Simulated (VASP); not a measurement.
Output of a VASP run:

**OUTCAR**
```
 ion  position               nearest neighbor table
   1  0.000  0.000  0.000-   2 1.54   2 1.54   2 1.54   2 1.54
   2  0.250  0.250  0.250-   1 1.54   1 1.54   1 1.54   1 1.54
  LATTYP: Found a face centered cubic cell.
 ALAT       =     3.5631870704
 Subroutine PRICEL returns:
 Original cell was already a primitive cell.
 Subroutine GETGRP returns: Found 48 space group operations
The static configuration has the point symmetry T_d .
 The point group associated with its full space group is O_h .
The dynamic configuration has the point symmetry T_d .
 Subroutine INISYM returns: Found 48 space group operations
 Subroutine IBZKPT returns following result:
 Found    104 irreducible k-points:

 Following reciprocal coordinates:
            Coordinates               Weight
  0.000000  0.000000  0.000000      1.000000
  0.071429  0.000000  0.000000      8.000000
  0.142857  0.000000  0.000000      8.000000
  0.214286  0.000000  0.000000      8.000000
  0.285714  0.000000  0.000000      8.000000
  0.357143  0.000000  0.000000      8.000000
  0.428571  0.000000  0.000000      8.000000
  0.500000  0.000000  0.000000      4.000000
  0.071429  0.071429  0.000000      6.000000
  0.142857  0.071429  0.000000     24.000000
  0.214286  0.071429  0.000000     24.000000
  0.285714  0.071429  0.000000     24.000000
  0.357143  0.071429  0.000000     24.000000
  0.428571  0.071429  0.000000     24.000000
  0.500000  0.071429  0.000000     24.000000
 -0.428571  0.071429  0.000000     24.000000
 -0.357143  0.071429  0.000000     24.000000
 -0.285714  0.071429  0.000000     24.000000
 -0.214286  0.071429  0.000000     24.000000
 -0.142857  0.071429  0.000000     24.000000
 -0.071429  0.071429  0.000000     12.000000
  0.142857  0.142857  0.000000      6.000000
  0.214286  0.142857  0.000000     24.000000
  0.285714  0.142857  0.000000     24.000000
  0.357143  0.142857  0.000000     24.000000
  0.428571  0.142857  0.000000     24.000000
  0.500000  0.142857  0.000000     24.000000
 -0.428571  0.142857  0.000000     24.000000
 -0.357143  0.142857  0.000000     24.000000
 -0.285714  0.142857  0.000000     24.000000
 -0.214286  0.142857  0.000000     24.000000
 -0.142857  0.142857  0.000000     12.000000
  0.214286  0.214286  0.000000      6.000000
  0.285714  0.214286  0.000000     24.000000
  0.357143  0.214286  0.000000     24.000000
  0.428571  0.214286  0.000000     24.000000
  0.500000  0.214286  0.000000     24.000000
 -0.428571  0.214286  0.000000     24.000000
 -0.357143  0.214286  0.000000     24.000000
 -0.285714  0.214286  0.000000     24.000000
   k-points           NKPTS =    104   k-points in BZ     NKDIM =    104   number of bands    NBANDS=      8
   number of dos      NEDOS =    601   number of ions     NIONS =      2
   total plane-waves  NPLWV =   8000
   dimension x,y,z NGX =    20 NGY =   20 NGZ =   20
   dimension x,y,z NGXF=    40 NGYF=   40 NGZF=   40
   ions per type =               2
   PREC   = accura    normal or accurate (medium, high low for compatibility)
   ISTART =      0    job   : 0-new  1-cont  2-samecut
   ICHARG =      2    charge: 1-file 2-atom 10-const
   ISPIN  =      1    spin polarized calculation?
   LNONCOLLINEAR =      F non collinear calculations
   LSORBIT =      F    spin-orbit coupling
   INIWAV =      1    electr: 0-lowe 1-rand  2-diag
   ENCUT  =  520.0 eV  38.22 Ry    6.18 a.u.   4.68  4.68  4.68*2*pi/ulx,y,z
   NELM   =    100;   NELMIN=  2; NELMDL= -5     # of ELM steps
   EDIFF  = 0.1E-06   stopping-criterion for ELM
   LREAL  =      F    real-space projection
   NLSPLINE    = F    spline interpolate recip. space projectors
   LMAXMIX     =    2 max onsite mixed and CHGCAR
   VOSKOWN=      0    Vosko Wilk Nusair interpolation
   EDIFFG = 0.1E-05   stopping-criterion for IOM
   NSW    =      0    number of steps for IOM
   NBLOCK =      1;   KBLOCK =      1    inner block; outer block
...
```

**OSZICAR**
```
       N       E                     dE             d eps       ncg     rms          rms(c)
DAV:   1    -0.186201853677E+01   -0.18620E+01   -0.52693E+03  1728   0.102E+03
DAV:   2    -0.218276726962E+02   -0.19966E+02   -0.19568E+02  2608   0.116E+02
DAV:   3    -0.219489296235E+02   -0.12126E+00   -0.12126E+00  1824   0.120E+01
DAV:   4    -0.219491000350E+02   -0.17041E-03   -0.17041E-03  2384   0.471E-01
DAV:   5    -0.219491000867E+02   -0.51662E-07   -0.51662E-07  1816   0.560E-03    0.515E+00
DAV:   6    -0.194523848464E+02    0.24967E+01   -0.33442E-01  2056   0.634E+00    0.425E+00
DAV:   7    -0.223362537829E+02   -0.28839E+01   -0.13761E+00  1968   0.889E+00    0.101E+00
DAV:   8    -0.194865150289E+02    0.28497E+01   -0.41423E-01  1848   0.569E+00    0.110E+00
DAV:   9    -0.196449498505E+02   -0.15843E+00   -0.26390E-02  1896   0.213E+00    0.176E-01
DAV:  10    -0.196555571218E+02   -0.10607E-01   -0.74640E-03  2152   0.995E-01    0.168E-01
DAV:  11    -0.196549168692E+02    0.64025E-03   -0.11876E-04  1688   0.123E-01    0.141E-01
DAV:  12    -0.196573373765E+02   -0.24205E-02   -0.54424E-04  1664   0.302E-01    0.223E-02
DAV:  13    -0.196573741607E+02   -0.36784E-04   -0.11443E-05  2360   0.465E-02    0.163E-02
DAV:  14    -0.196573759487E+02   -0.17880E-05   -0.10645E-06  1680   0.121E-02    0.232E-02
DAV:  15    -0.196573753627E+02    0.58605E-06   -0.11131E-06  2040   0.119E-02    0.323E-03
DAV:  16    -0.196573755815E+02   -0.21880E-06   -0.76036E-08  1144   0.311E-03    0.315E-04
DAV:  17    -0.196573757025E+02   -0.12110E-06   -0.66245E-09   832   0.115E-03    0.256E-04
DAV:  18    -0.196573757189E+02   -0.16335E-07   -0.42547E-09   832   0.793E-04
   1 F= -.19657376E+02 E0= -.19657376E+02  d E =0.000000E+00
       N       E                     dE             ncg
```

File OUTCAR:
```
------------------------ aborting loop because EDIFF is reached ----------------------------------------
  FORCE on cell =-STRESS in cart. coord.  units (eV):
  Direction    XX          YY          ZZ          XY          YZ          ZX
  --------------------------------------------------------------------------------------
  Total        0.0006863      0.0006863      0.0006863      0.0000000     -0.0000000      0.0000000
  in kB        0.0972232      0.0972232      0.0972232      0.0000000     -0.0000000      0.0000000
  external PRESSURE =       0.0972232 kB  Pullay stress =       0.0000000 kB
  volume of cell :       11.31
      direct lattice vectors                 reciprocal lattice vectors
     0.000000000  1.781593535  1.781593535    -0.280647628  0.280647628  0.280647628
     1.781593535  0.000000000  1.781593535     0.280647628 -0.280647628  0.280647628
     1.781593535  1.781593535  0.000000000     0.280647628  0.280647628 -0.280647628
 POSITION                                       TOTAL-FORCE (eV/Angst)
 -----------------------------------------------------------------------------------
      0.00000      0.00000      0.00000        -0.000000      0.000000     -0.000000
      0.89080      0.89080      0.89080         0.000000     -0.000000      0.000000
 -----------------------------------------------------------------------------------
    total drift:                                0.000000      0.000000      0.000000
  FREE ENERGIE OF THE ION-ELECTRON SYSTEM (eV)
  ---------------------------------------------------
  free  energy   TOTEN  =       -19.6573757189 eV

  energy  without entropy=      -19.6573757189  energy(sigma->0) =      -19.65737572

 total charge

# of ion       s       p       d       tot
------------------------------------------
    1        0.846   1.741   0.000   2.587
    2        0.846   1.741   0.000   2.587
--------------------------------------------------
tot          1.692   3.482   0.000   5.174
```
(Selected blocks of OUTCAR.)

POSCAR:
```
C
1
   -0.0000000000     1.7815935352     1.7815935352
    1.7815935352    -0.0000000000     1.7815935352
    1.7815935352     1.7815935352     0.0000000000
C
2
Direct
  0.0000000000   0.0000000000   0.0000000000
  0.2500000000   0.2500000000   0.2500000000
```

Task: Reconstruct the remaining input files.

Result: This is not unique; one that fits is the input of the run itself, r2SCAN meta-GGA, plane waves, VASP's PBE PAW potentials (set 64).

KPOINTS_OPT:
```
k-points along high-symmetry lines
10
Line-mode
Reciprocal
  0.000000   0.000000   0.000000 ! GAMMA
  0.500000   0.000000   0.500000 ! X

  0.500000   0.000000   0.500000 ! X
  0.625000   0.250000   0.625000 ! U

  0.375000   0.375000   0.750000 ! K
  0.000000   0.000000   0.000000 ! GAMMA

  0.000000   0.000000   0.000000 ! GAMMA
  0.500000   0.500000   0.500000 ! L

  0.500000   0.500000   0.500000 ! L
  0.500000   0.250000   0.750000 ! W

  0.500000   0.250000   0.750000 ! W
  0.500000   0.000000   0.500000 ! X
```

**INCAR**
```
SYSTEM  =  C
PREC  =  Accurate; ENCUT  =  520; LREAL  =  .FALSE.
LASPH  =  .TRUE.
EDIFF  =  1E-7; NELM  =  100; ALGO  =  Normal
LMIXTAU  =  .TRUE.
ISMEAR  =  -5
METAGGA  =  R2SCAN
ISIF  =  2
LWAVE  =  .FALSE.; LCHARG  =  .FALSE.; LORBIT  =  11
NEDOS  =  601
```

**KPOINTS**
```
Automatic mesh
0
Gamma
14 14 14
0 0 0
```

POTCAR, in this order: C (PBE.64 set). Program: vasp_std.

The compound is C in the diamond structure. It was relaxed first.
